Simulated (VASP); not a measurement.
**Moving the strain (εxx = s, εyy = s) in SiF**

```xyz
2
Lattice="3.0286 0.0000 0.0000 0.0000 3.0286 0.0000 0.0000 0.0000 3.0286" Properties=species:S:1:pos:R:3 pbc="T T T"
Si    1.5143    1.5143    1.5143
F     0.0000    0.0000    0.0000
```

The cell comes from a database or a generator and needn't be the stable form of this composition.

Kept alike: task single point; functional PBE; k mesh 9 × 9 × 9; occupations fermi-dirac, width 0.05 eV; no spin polarisation. Program: VASP, PBE PAW files F, Si, 520 eV. The mesh is that of the run's cell of 2 atoms. No spin-orbit coupling.

| s | free energy over the lowest row (meV/atom) |
| --- | --- |
| -0.04 | 15.32 |
| -0.02 | 3.84 |
| -0.01 | 1.08 |
| 0 | 0.00 |
| 0.01 | ? |
| 0.02 | 1.63 |
| 0.04 | 7.84 |

The cell shown is the unstrained one; x, y and z are its Cartesian axes; atoms keep their fractions. For a metal such a mesh leaves the last digits unconverged.

Q: Fit the rows shown and predict the run at 0.01.

A: A least-squares cubic through the rows shown is free energy = -31846 s³ + 7294 s² - 42.54 s - 0.109 (largest miss 0.109); at s = 0.01 it gives 0.16 meV/atom. The run gave: free energy over the lowest row 0.25 meV/atom.

The energy rises on both sides of the unstrained cell, but compression costs more than stretching: 15.32 against 7.84 meV/atom at the largest strains. Two effects contribute. The fitted linear term puts the minimum at a slightly expanded in-plane lattice, and the negative cubic term reflects the usual anharmonicity, with overlap repulsion between filled shells steepening as atoms approach while attraction weakens more gently on stretching. The run at 0.01 lies above the prediction by less than the fit's largest miss, so it gives no sign of an electronic or structural change there.

Both atoms sit on inversion centres that this strain preserves, so fixed fractions hide no symmetry-allowed internal relaxation. The well nevertheless says little about chemical stability: silicon strongly favours the tetravalent state with short, polar covalent Si–F bonds, and a monofluoride would probably disproportionate to silicon and SiF₄. Because the z axis is held fixed, the curvature also overstates the stiffness of a film free to relax along its normal.
